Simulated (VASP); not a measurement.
## Pb: energy against strain

Pb (fcc, Fm-3m, 29.928 Å³/atom and stress up to 0.01 GPa in the relaxed cell, cube axes along x, y and z) under a strain ε along a cube axis (axis z), the other axes held. PBEsol in VASP (plane waves, PAW), 480 eV, 16×16×16 Γ-centred mesh, Methfessel-Paxton smearing 0.10 eV.

Here s stands for strain and y for E less E0.

| strain (%) | E less E0 (meV/atom) |
|---|---|
| -3.00 | ? |
| -1.50 | 1.37 |
| -1.00 | 0.61 |
| -0.50 | 0.17 |
| 0.00 | 0.00 |
| 0.50 | 0.05 |
| 1.00 | 0.30 |
| 1.50 | 0.78 |

Question: Using a parabola, estimate the missing y at s = -3.00 from the other rows, showing the fit.

Answer: Least squares gives y = -0.012 - 0.1793·s + 0.4805·s². Residuals (row less fit): 0.032, -0.038, -0.028, 0.012, 0.032, 0.011, -0.020; standard error 0.035 (degrees of freedom: 4). Twice the quadratic coefficient over the volume, 2 × 0.4805 meV × 10⁴ × 0.1602 / 29.928 Å³, is the elastic constant C11 = about 51 GPa. At the withheld row, y = -0.012 - 0.1793 × (-3.0) + 0.4805 × (-3.0)² = 4.850 meV/atom. The calculation gives 5.95 meV/atom, 1.100 meV/atom above the prediction (18.5 % of the range of y in the table). The row lies outside the fitted rows, so this is an extrapolation. From the scatter of the fitted rows alone, a prediction at this place has a standard error of 0.134 meV/atom, so the miss is 8.2 times that.

A polynomial of degree 3 through the 12 other runs of the series gives 5.66 there, so most of the miss is curvature that the fit leaves out. In a metal these values are sensitive to mesh and smearing; energies are taken to zero smearing, stresses follow the free energy. Spin-orbit coupling is left out, which can shift these values for the heavy elements here. Rows are the converged runs of the series near zero and its far end, less any whose ions stayed unrelaxed beside relaxed ones; series whose fitted rows scatter by over a few per cent of the range, as at a crossing or softening among them, aren't shown in this form. Most that stay on the fit to the last digits aren't either.
